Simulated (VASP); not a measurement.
These are PBEsol GGA, VASP's PBE PAW potentials (set 64) (plane waves; VASP) values and carry that method's errors.

A VASP calculation is set up with these files.

**INCAR**
```
SYSTEM = Y
PREC = Accurate; ENCUT = 300; LREAL = F
LASPH = T; NBANDS = 71
EDIFF = 1E-6; NELM = 100; ALGO = Normal
LMAXMIX = 4
ISMEAR = -1; SIGMA = 0.1
GGA = PS
ISIF = 2
LWAVE = F; LCHARG = F
DIPOL = 0.5 0.5 0.5
LDIPOL = T; IDIPOL = 3
```

**POSCAR**
```
Y
1
    6.4037530000     0.0000000000     0.0000000000
    3.2018760000     6.2471250000     0.0000000000
    0.0000000000     0.0000000000    23.8287000000
Y
10
Direct
  0.7496320000   0.1554980000   0.3357300000
  0.1881900000   0.6117160000   0.3722320000
  0.2934140000   0.0679330000   0.4087380000
  0.7319720000   0.5241510000   0.4452400000
  0.8371960000   0.9803690000   0.4817470000
  0.2757540000   0.4365870000   0.5182530000
  0.3809790000   0.8928050000   0.5547550000
  0.8195360000   0.3490220000   0.5912620000
  0.9247610000   0.8052400000   0.6277640000
  0.3633190000   0.2614580000   0.6642700000
```

KPOINTS:
```
Automatic mesh
0
Gamma
5 5 1
0 0 0
```

POTCAR, in this order: Y_sv (PBE.64 set). Program: vasp_std.

The cell holds a wide vacuum, so values per volume refer to the whole cell.

Problem. Estimate the energy per atom (σ→0), largest force, band gap (on the k-mesh).

Solution. 
```yaml
energy per atom (σ→0): -6.136 eV/atom
band gap (on the k-mesh): none (metal, semimetal or under 0.01 eV)
largest_force: 0.761 eV/Å
```

### OSZICAR
```
...
DAV:  22    -0.617356703094E+02   -0.28304E-04   -0.68622E-06  1804   0.386E-03    0.275E-03
DAV:  23    -0.617356982651E+02   -0.27956E-04   -0.20046E-06  1748   0.235E-03    0.208E-03
DAV:  24    -0.617357264340E+02   -0.28169E-04   -0.13662E-06  1668   0.166E-03    0.117E-03
DAV:  25    -0.617357400615E+02   -0.13628E-04   -0.27587E-07  1412   0.925E-04    0.462E-04
DAV:  26    -0.617357498544E+02   -0.97929E-05   -0.37226E-07  1420   0.723E-04    0.502E-04
DAV:  27    -0.617357525786E+02   -0.27242E-05   -0.13953E-07  1316   0.542E-04    0.177E-04
DAV:  28    -0.617357535317E+02   -0.95312E-06   -0.10333E-07  1308   0.404E-04
   1 F= -.61735754E+02 E0= -.61355165E+02  d E =-.761177E+00
```

The cell is a sheet with vacuum, built from a database entry that may be metastable or hypothetical.
